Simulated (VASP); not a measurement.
Here is the system:

```
BaTiO3
1.0
    3.90029     0.00000     0.00000
    0.00000     3.90029     0.00000
    0.00000     0.00000     3.90455
Ba Ti O
1 1 3
Direct
  0.00000   0.00000   0.99370
  0.50000   0.50000   0.49681
  0.50000   0.50000   0.99071
  0.00000   0.50000   0.49139
  0.50000   0.00000   0.49139
```

Level of theory: PBE GGA, VASP's PBE PAW potentials (set 64) (plane waves; VASP). Run with 620 eV cut-off, 6×6×6 Γ-centred mesh, Gaussian smearing of 0.050 eV, potentials Ba_sv Ti_sv O.

Energy and stress use the plane-wave basis of the starting cell.

Problem. The ions, cell shape and volume at an external pressure of 30.0 GPa are relaxed. Give the cell that the relaxation ends in.

Solution. 
```
BaTiO3
1.0
    3.85196     0.00000     0.00000
    0.00000     3.85196     0.00000
    0.00000     0.00000     3.85143
Ba Ti O
1 1 3
Direct
  0.00000   0.00000   0.99294
  0.50000   0.50000   0.49360
  0.50000   0.50000   0.99251
  0.00000   0.50000   0.49248
  0.50000   0.00000   0.49248
```
Space group Pm-3m (221), at a tolerance of 0.03 Å.

Problem. How do energy and volume change from the first to the last step?

Solution. The energy (σ→0) changes by +69.8 meV/atom and the volume by -3.8 %, in 11 ionic steps.

The compound is BaTiO3 in the tetragonal perovskite structure. This run relaxes it under an external pressure of 30 GPa. Symmetry was kept, so distortions that lower it aren't found.
